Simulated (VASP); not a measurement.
Output of a VASP run:

**OSZICAR**
```
...
RMM:   5    -0.545699739148E+03   -0.41533E-05   -0.22390E-04   319   0.338E-02    0.169E-02
RMM:   6    -0.545699740442E+03   -0.12935E-05   -0.39126E-05   232   0.148E-02
  13 F= -.54569974E+03 E0= -.54567154E+03  d E =-.570730E-01
       N       E                     dE             d eps       ncg     rms          rms(c)
DAV:   1    -0.545708986143E+03   -0.92470E-02   -0.27494E+00   328   0.476E+00    0.331E-01
RMM:   2    -0.545711929066E+03   -0.29429E-02   -0.36351E-02   316   0.535E-01    0.421E-01
RMM:   3    -0.545711420790E+03    0.50828E-03   -0.69106E-03   324   0.197E-01    0.225E-01
RMM:   4    -0.545710904658E+03    0.51613E-03   -0.17713E-03   316   0.973E-02    0.645E-02
RMM:   5    -0.545710930497E+03   -0.25839E-04   -0.46930E-04   321   0.484E-02    0.336E-02
RMM:   6    -0.545710941229E+03   -0.10732E-04   -0.93513E-05   289   0.208E-02    0.418E-02
RMM:   7    -0.545710929507E+03    0.11723E-04   -0.33176E-05   226   0.121E-02    0.797E-03
RMM:   8    -0.545710929892E+03   -0.38582E-06   -0.57045E-06   189   0.565E-03
  14 F= -.54571093E+03 E0= -.54568272E+03  d E =-.111895E-01
       N       E                     dE             d eps       ncg     rms          rms(c)
DAV:   1    -0.545711587630E+03   -0.65812E-03   -0.11017E-01   328   0.954E-01    0.663E-02
RMM:   2    -0.545711705827E+03   -0.11820E-03   -0.14595E-03   316   0.107E-01    0.849E-02
RMM:   3    -0.545711684775E+03    0.21052E-04   -0.27600E-04   323   0.394E-02    0.452E-02
RMM:   4    -0.545711664061E+03    0.20714E-04   -0.72063E-05   292   0.196E-02    0.130E-02
RMM:   5    -0.545711665064E+03   -0.10026E-05   -0.18151E-05   199   0.957E-03
  15 F= -.54571167E+03 E0= -.54568346E+03  d E =-.119246E-01
       N       E                     dE             d eps       ncg     rms          rms(c)
DAV:   1    -0.545713621631E+03   -0.19576E-02   -0.63615E-01   336   0.229E+00    0.196E-01
RMM:   2    -0.545715607553E+03   -0.19859E-02   -0.10687E-02   316   0.283E-01    0.431E-01
RMM:   3    -0.545714219140E+03    0.13884E-02   -0.17650E-03   319   0.106E-01    0.884E-02
RMM:   4    -0.545714161492E+03    0.57648E-04   -0.55677E-04   317   0.535E-02    0.368E-02
RMM:   5    -0.545714175882E+03   -0.14389E-04   -0.13144E-04   324   0.257E-02    0.363E-02
RMM:   6    -0.545714168768E+03    0.71138E-05   -0.25837E-05   211   0.114E-02
  16 F= -.54571417E+03 E0= -.54568596E+03  d E =-.250370E-02
       N       E                     dE             d eps       ncg     rms          rms(c)
DAV:   1    -0.545714312824E+03   -0.13694E-03   -0.25983E-02   352   0.463E-01    0.405E-02
RMM:   2    -0.545714403338E+03   -0.90514E-04   -0.42279E-04   316   0.554E-02    0.960E-02
RMM:   3    -0.545714332709E+03    0.70629E-04   -0.71753E-05   296   0.212E-02    0.168E-02
RMM:   4    -0.545714330718E+03    0.19913E-05   -0.21040E-05   199   0.105E-02
  17 F= -.54571433E+03 E0= -.54568612E+03  d E =-.266565E-02
       N       E                     dE             d eps       ncg     rms          rms(c)
DAV:   1    -0.545714676615E+03   -0.34391E-03   -0.73925E-02   336   0.784E-01    0.663E-02
RMM:   2    -0.545714903660E+03   -0.22705E-03   -0.12338E-03   316   0.969E-02    0.146E-01
RMM:   3    -0.545714747193E+03    0.15647E-03   -0.20728E-04   318   0.365E-02    0.305E-02
RMM:   4    -0.545714739870E+03    0.73230E-05   -0.63693E-05   295   0.183E-02
  18 F= -.54571474E+03 E0= -.54568653E+03  d E =-.409153E-03
```

File OUTCAR:
```
------------------------ aborting loop because EDIFF is reached ----------------------------------------
  FORCE on cell =-STRESS in cart. coord.  units (eV):
  Direction    XX          YY          ZZ          XY          YZ          ZX
  --------------------------------------------------------------------------------------
  Total       21.8771759     21.9396707     21.8916501     11.9583453    -11.9823187     11.9446212
  in kB       96.0310308     96.3053552     96.0945661     52.4917946    -52.5970275     52.4315520
  external PRESSURE =      96.1436507 kB  Pullay stress =       0.0000000 kB
  volume of cell :      365.00
      direct lattice vectors                 reciprocal lattice vectors
     7.146555159  0.000000000  0.000000000     0.139927556  0.000000000  0.000000000
     0.000000000  7.146555159  0.000000000     0.000000000  0.139927556  0.000000000
     0.000000000  0.000000000  7.146555159     0.000000000  0.000000000  0.139927556
 POSITION                                       TOTAL-FORCE (eV/Angst)
 -----------------------------------------------------------------------------------
      3.56400      7.14555      0.00426         0.019160      0.002670     -0.003294
      4.43271      0.92200      0.92725        -0.015432     -0.000097      0.001675
      5.33817      1.80535      0.02864        -0.004356      0.002854      0.003405
      6.22129      2.71120      0.92737         0.008508      0.003991     -0.000035
      5.33843      0.02329      1.81063        -0.007767      0.004623     -0.000825
      6.22158      0.92188      2.71634         0.001864      0.007930      0.006757
      7.13561      0.00785      0.01310        -0.001765      0.005863     -0.002107
      0.86814      0.90411      0.90914         0.002387      0.000874      0.000813
      1.76099      1.78435      7.14294         0.000331      0.001305      0.006666
      2.64453      2.67425      0.88376        -0.009140     -0.002708      0.004960
      3.56860      3.57505      0.00343         0.008924     -0.009405     -0.015785
      4.46951      4.49940      0.88353        -0.005806      0.007953      0.011268
      5.35911      5.38269      7.14287         0.003586     -0.007854      0.006939
      6.23961      6.27541      0.90897         0.002752     -0.004892      0.006223
      1.76099      7.13813      1.78968         0.000414     -0.004568     -0.007156
      2.64469      0.87880      2.67937        -0.020363      0.000602      0.001448
      3.46232      1.74876      1.75411         0.020166      0.003079     -0.008118
      5.39469      3.68154      1.75409        -0.003314     -0.013237     -0.005725
      6.26497      4.49940      2.67932         0.000278      0.004428      0.001656
      3.56868      7.14476      3.57991         0.007715     -0.010084      0.007412
      4.46930      0.87870      4.50445         0.004094      0.002693     -0.007754
      5.39468      1.74888      3.68616        -0.000620     -0.004863     -0.004461
      6.26494      2.67428      4.50415        -0.003289     -0.003359      0.003970
      5.35907      7.13775      5.38755         0.001786      0.006569      0.003945
      6.23923      0.90403      6.28041         0.017065     -0.002078     -0.001520
      7.14442      3.57925      0.00440        -0.003572     -0.002015      0.003281
      0.87483      4.47609      0.88306        -0.006924     -0.003621      0.004037
      1.78741      5.35590      7.13644         0.005789      0.003938      0.001201
      2.66767      6.26884      0.88272        -0.012204      0.006275      0.012581
      7.12005      1.80558      1.81092        -0.000297     -0.003813     -0.009699
      0.88021      2.68580      2.69091         0.005320     -0.006660     -0.003270
      1.76125      3.58597      1.76624         0.011833      0.006939      0.005955
      2.63223      4.51184      2.58425        -0.016514     -0.001606     -0.006607
      3.55722      5.38253      1.76623         0.014694     -0.009461     -0.001381
      4.45805      6.26357      2.69087         0.001760     -0.009090     -0.008586
      7.14459      7.14582      3.58477        -0.004939     -0.003584     -0.010738
      0.87478      0.87797      4.48142        -0.001467     -0.000957     -0.007598
      1.76112      1.76132      3.59155         0.020319     -0.001275     -0.005108
      2.63217      2.57905      4.51703        -0.009025      0.002404     -0.003744
      4.56454      4.51180      4.51686         0.006735     -0.001416      0.003431
      5.38265      5.38252      3.59134        -0.007770     -0.012674     -0.000142
      6.26588      6.26878      4.48120         0.000297      0.009445      0.000866
      1.78752      7.13135      5.36113         0.003492     -0.001969      0.005888
      2.66752      0.87771      6.27395        -0.000436      0.006488      0.004466
      3.55738      1.76110      5.38748         0.004936     -0.002886      0.000044
      4.45791      2.68554      6.26856         0.002395     -0.002749     -0.004873
      5.38245      3.58575      5.38745        -0.004086      0.009545     -0.006142
      6.26565      4.47577      6.27402         0.003340      0.006275      0.001221
      0.00578      5.38273      1.78983        -0.005457     -0.004969     -0.008031
      0.88205      6.26153      2.68661         0.012094      0.003127      0.002379
      7.14537      3.57489      3.58015         0.013937      0.004511     -0.005310
      0.90667      4.45444      4.45957         0.001690      0.010829      0.010154
      1.80551      5.33832      3.55391        -0.005110     -0.003866      0.010369
      2.68946      6.23695      4.45967        -0.022397      0.003309      0.005329
      0.00577      1.78449      5.38760        -0.011062     -0.003766      0.006987
      0.88209      2.68156      6.26662         0.004243     -0.004695     -0.004883
...
```
(Selected blocks of OUTCAR.)

### POSCAR
```
AlC62
1
    7.1465551589    -0.0000000000    -0.0000000000
   -0.0000000000     7.1465551589     0.0000000000
    0.0000000000     0.0000000000     7.1465551589
C Al
62 1
Direct
  0.5000000000   0.0000000000   0.0000000000
  0.6315290000   0.1316250000   0.1243470000
  0.7515280000   0.2538620000   0.0019850000
  0.8781120000   0.3684820000   0.1221750000
  0.7438120000   0.0050050000   0.2482180000
  0.8775210000   0.1215840000   0.3728630000
  0.0000000000   0.0000000000   0.0000000000
  0.1250000000   0.1250000000   0.1250000000
  0.2500000000   0.2500000000   0.0000000000
  0.3802400000   0.3681130000   0.1284560000
  0.5043850000   0.4940530000   0.0021930000
  0.6251300000   0.6247180000   0.1313860000
  0.7500000000   0.7500000000   0.0000000000
  0.8750000000   0.8750000000   0.1250000000
  0.2500000000   0.0000000000   0.2500000000
  0.3715380000   0.1233090000   0.3764650000
  0.5038180000   0.2439430000   0.2526080000
  0.7506760000   0.4949260000   0.2443760000
  0.8714330000   0.6201190000   0.3809710000
  0.5025250000  -0.0036770000   0.5009660000
  0.6257940000   0.1190110000   0.6297620000
  0.7486730000   0.2450220000   0.4956680000
  0.8748690000   0.3779720000   0.6317980000
  0.7500000000   0.0000000000   0.7500000000
  0.8750000000   0.1250000000   0.8750000000
  0.0000000000   0.5000000000   0.0000000000
  0.1250000000   0.6250000000   0.1250000000
  0.2500000000   0.7500000000   0.0000000000
  0.3750000000   0.8750000000   0.1250000000
  0.0000000000   0.2500000000   0.2500000000
  0.1250000000   0.3750000000   0.3750000000
  0.2442280000   0.5065390000   0.2457150000
  0.3691390000   0.6217670000   0.3771040000
  0.5006560000   0.7527580000   0.2564910000
  0.6250000000   0.8750000000   0.3750000000
  0.0000000000   0.0000000000   0.5000000000
  0.1250000000   0.1250000000   0.6250000000
  0.2455160000   0.2447330000   0.4961430000
  0.3719090000   0.3684650000   0.6215570000
  0.6265680000   0.6307790000   0.6255830000
  0.7482330000   0.7431760000   0.5046160000
  0.8750000000   0.8750000000   0.6250000000
  0.2500000000   0.0000000000   0.7500000000
  0.3750000000   0.1250000000   0.8750000000
  0.5029450000   0.2563200000   0.7534770000
  0.6250000000   0.3750000000   0.8750000000
  0.7517080000   0.5030940000   0.7435770000
  0.8750000000   0.6250000000   0.8750000000
  0.0000000000   0.7500000000   0.2500000000
  0.1250000000   0.8750000000   0.3750000000
  0.0000000000   0.5000000000   0.5000000000
  0.1250000000   0.6250000000   0.6250000000
  0.2500000000   0.7500000000   0.5000000000
  0.3750000000   0.8750000000   0.6250000000
  0.0000000000   0.2500000000   0.7500000000
  0.1250000000   0.3750000000   0.8750000000
  0.2500000000   0.5000000000   0.7500000000
  0.3750000000   0.6250000000   0.8750000000
  0.5000000000   0.7500000000   0.7500000000
  0.6250000000   0.8750000000   0.8750000000
  0.0000000000   0.7500000000   0.7500000000
  0.1250000000   0.8750000000   0.8750000000
  0.5023670000   0.5036430000   0.4961590000
```

Problem. Write an INCAR and KPOINTS that could have produced this output.

Solution. One answer among several that fit: the input of the run itself, PBE GGA, plane waves, VASP's PBE PAW potentials (set 64).

File KPOINTS:
```
K-points
0
Gamma
1 1 1
0 0 0
```

INCAR:
```
SYSTEM=AlC62
PREC=Normal; ENCUT=400; LREAL=Auto
LASPH=.True.; ISYM=0; NELECT=252.0
EDIFF=1E-5; NELM=100; NELMIN=4
ALGO=Fast
ISMEAR=0; SIGMA=0.05
GGA=PE
IBRION=2; NSW=70; ISIF=2
EDIFFG=-0.03
LWAVE=.True.; LCHARG=.False.
```

POTCAR, in this order: C Al (PBE.64 set). Program: vasp_gam.

At this cut-off the stress carries a Pulay error, which pulls relaxed volumes low. The cell is charged, with a uniform compensating background. The supercell is sampled at Γ alone, which is coarse: total energies, pressure and levels can be off, energies of defects by several tenths of an eV.

The cell is a supercell with a defect, built from C (diamond): Al_C-vac_C, charge -1. The run is not spin-polarised, so no state with unpaired spins was tried.
